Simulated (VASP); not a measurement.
Given:

```xyz
2
Lattice="1.9020 -3.2944 0.0000 1.9020 3.2944 0.0000 0.0000 0.0000 5.8118" Properties=species:S:1:pos:R:3 pbc="T T T"
Tl     1.9020     1.0981     1.4529
Tl     1.9020    -1.0981     4.3588
```

These are vdW-DF2, VASP's PBE PAW potentials (set 64) (plane waves; VASP) values and carry that method's errors. Run with 520 eV cut-off, Gaussian smearing of 0.050 eV, potentials Tl_d.

Unless said otherwise, spin-orbit coupling is left out, though it shifts the bands of the heavy elements here.

Task: What does the run give for the band gap (along the path) with the smallest direct gap where there is one?

Result: 
The band gap (along the path) comes out as none (metal, semimetal or under 0.01 eV).

The absolute energy has meaning only against runs of the same code, potentials and settings.

The compound is Tl in the hcp structure. It was relaxed first, which changed the volume by +27 %.
